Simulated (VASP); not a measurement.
Computed with vdW-DF-cx, VASP's PBE PAW potentials (set 64) (plane waves; VASP).

VASP input:

### POSCAR
```
TiO2
5.4725970
 -0.3460983082   0.3460983082   0.8720275527
  0.3460983082  -0.3460983082   0.8720275527
  0.3460983082   0.3460983082  -0.8720275527
Ti O
2 4
Cartesian
 -0.0000000000   0.3460983082   0.4360137763
  0.0000000000   0.0000000000   0.0000000000
 -0.0000000000   0.3460983082   0.0727364535
  0.3460983082   0.3460983082   0.5087502299
  0.0000000000  -0.0000000000   0.3632773228
  0.0000000000   0.3460983082   0.7992910992
```

### KPOINTS
```
Automatic mesh
0
Gamma
9 9 9
0 0 0
```

INCAR:
```
SYSTEM = TiO2
PREC = Accurate; ENCUT = 520; LREAL = .False.
LASPH = .True.
EDIFF = 1E-7; NELM = 100; ALGO = Normal
LMAXMIX = 4
ISMEAR = -5
GGA = CX; LUSE_VDW = .True.; AGGAC = 0.0
ISIF = 2
LWAVE = .False.; LCHARG = .True.; LORBIT = 11
NEDOS = 601
LEFG = .True.
```

POTCAR, in this order: Ti_sv O (PBE.64 set). Program: vasp_std.

Output

OSZICAR:
```
       N       E                     dE             d eps       ncg     rms          rms(c)
DAV:   1     0.695026703958E+03    0.69503E+03   -0.25019E+04  4200   0.199E+03
DAV:   2     0.608267330939E+02   -0.63420E+03   -0.61343E+03  4616   0.575E+02
DAV:   3    -0.535926144833E+02   -0.11442E+03   -0.11268E+03  6452   0.215E+02
DAV:   4    -0.588921689126E+02   -0.52996E+01   -0.52943E+01  5816   0.492E+01
DAV:   5    -0.591155873234E+02   -0.22342E+00   -0.22337E+00  5940   0.826E+00    0.327E+01
DAV:   6    -0.429106463976E+02    0.16205E+02   -0.11523E+02  5412   0.103E+02    0.121E+01
DAV:   7    -0.424930383068E+02    0.41761E+00   -0.16296E+01  5496   0.321E+01    0.807E+00
DAV:   8    -0.425598848988E+02   -0.66847E-01   -0.38713E+00  5348   0.189E+01    0.392E+00
DAV:   9    -0.424002071639E+02    0.15968E+00   -0.14948E+00  5616   0.111E+01    0.107E+00
DAV:  10    -0.424106248999E+02   -0.10418E-01   -0.10706E-01  5024   0.256E+00    0.319E-01
DAV:  11    -0.424089954469E+02    0.16295E-02   -0.12546E-02  4992   0.736E-01    0.630E-02
DAV:  12    -0.424092192004E+02   -0.22375E-03   -0.11504E-03  5768   0.311E-01    0.992E-02
DAV:  13    -0.424091463790E+02    0.72821E-04   -0.46075E-04  5840   0.183E-01    0.158E-02
DAV:  14    -0.424091510693E+02   -0.46903E-05   -0.21704E-05  5292   0.362E-02    0.531E-03
DAV:  15    -0.424091515105E+02   -0.44121E-06   -0.26459E-06  5656   0.165E-02    0.261E-03
DAV:  16    -0.424091514429E+02    0.67638E-07   -0.37188E-07  4640   0.681E-03
   1 F= -.42409151E+02 E0= -.42409151E+02  d E =0.000000E+00
```

OUTCAR:
```
------------------------ aborting loop because EDIFF is reached ----------------------------------------
  FORCE on cell =-STRESS in cart. coord.  units (eV):
  Direction    XX          YY          ZZ          XY          YZ          ZX
  --------------------------------------------------------------------------------------
  Total        0.0109571      0.0109571     -0.0455798      0.0000000      0.0000000      0.0000000
  in kB        0.2563516      0.2563516     -1.0663829      0.0000000      0.0000000      0.0000000
  external PRESSURE =      -0.1845599 kB  Pullay stress =       0.0000000 kB
  volume of cell :       68.48
      direct lattice vectors                 reciprocal lattice vectors
    -1.894056563  1.894056563  4.772255369     0.000000000  0.263983669  0.104772264
     1.894056563 -1.894056563  4.772255369     0.263983669  0.000000000  0.104772264
     1.894056563  1.894056563 -4.772255369     0.263983669  0.263983669  0.000000000
 POSITION                                       TOTAL-FORCE (eV/Angst)
 -----------------------------------------------------------------------------------
     -0.00000      1.89406      2.38613         0.000000      0.000000      0.000000
      0.00000      0.00000      0.00000         0.000000      0.000000      0.000000
     -0.00000      1.89406      0.39806        -0.000000     -0.000000     -0.018152
      0.00000      0.00000      7.55644         0.000000      0.000000     -0.018152
      0.00000      0.00000      1.98807        -0.000000     -0.000000      0.018152
      0.00000      1.89406      4.37420        -0.000000     -0.000000      0.018152
 -----------------------------------------------------------------------------------
    total drift:                                0.000000      0.000000     -0.000000
  FREE ENERGIE OF THE ION-ELECTRON SYSTEM (eV)
  ---------------------------------------------------
  free  energy   TOTEN  =       -42.4091514429 eV

  energy  without entropy=      -42.4091514429  energy(sigma->0) =      -42.40915144

 total charge

# of ion       s       p       d       tot
------------------------------------------
    1        2.222   6.299   1.752  10.273
    2        2.222   6.299   1.752  10.273
    3        1.567   3.494   0.000   5.060
    4        1.567   3.494   0.000   5.060
    5        1.567   3.494   0.000   5.060
    6        1.567   3.494   0.000   5.060
--------------------------------------------------
tot         10.709  26.574   3.505  40.788

 Electric field gradients after diagonalization (V/A^2)
 (convention: |V_zz| > |V_xx| > |V_yy|)
----------------------------------------------------------------------
 ion       V_xx      V_yy      V_zz     asymmetry (V_yy - V_xx)/ V_zz
----------------------------------------------------------------------
   1      -5.700    -5.699    11.399       0.000
   2      -5.700    -5.699    11.399       0.000
   3      -9.842    -5.286    15.127       0.301
   4      -9.842    -5.286    15.127       0.301
   5      -9.842    -5.286    15.127       0.301
   6      -9.842    -5.286    15.127       0.301
```
(Selected blocks of OUTCAR.)

File OUTCAR:
```
 val. band max:        3.2492845681   @ k =  -0.4444   0.4444   0.0000

 cond. band min:       5.3070263020   @ k =   0.0000   0.0000   0.0000


 Fermi energy:         3.2552182155

 k-point     1 :       0.0000    0.0000    0.0000
  band No.  band energies     occupation
      1     -52.9627      2.00000
      2     -52.9027      2.00000
      3     -29.5558      2.00000
      4     -29.3181      2.00000
      5     -29.3181      2.00000
      6     -29.2478      2.00000
      7     -29.2478      2.00000
      8     -29.1681      2.00000
      9     -14.3074      2.00000
     10     -13.2999      2.00000
     11     -13.1627      2.00000
     12     -12.8208      2.00000
     13      -0.6855      2.00000
     14      -0.5679      2.00000
     15      -0.5679      2.00000
     16      -0.2075      2.00000
     17       1.1556      2.00000
     18       1.1556      2.00000
     19       1.2354      2.00000
     20       2.4602      2.00000
     21       2.4645      2.00000
     22       2.4645      2.00000
     23       2.7630      2.00000
     24       2.7630      2.00000
     25       5.3070      0.00000
     26       6.0385      0.00000
     27       7.1652      0.00000
     28       7.1661      0.00000

 k-point     2 :       0.1111    0.0000    0.0000
  band No.  band energies     occupation
      1     -52.9611      2.00000
      2     -52.9038      2.00000
      3     -29.5523      2.00000
      4     -29.3339      2.00000
      5     -29.3193      2.00000
      6     -29.2542      2.00000
      7     -29.2459      2.00000
      8     -29.1686      2.00000
      9     -14.2412      2.00000
     10     -13.2640      2.00000
     11     -13.1438      2.00000
     12     -12.8081      2.00000
     13      -0.7678      2.00000
     14      -0.6880      2.00000
     15      -0.5564      2.00000
     16      -0.2186      2.00000
     17       1.1038      2.00000
     18       1.1374      2.00000
     19       1.3235      2.00000
     20       2.1812      2.00000
...
```

The compound is TiO2 in the anatase structure, one of several forms; rutile is the usual stable one. It was relaxed first.
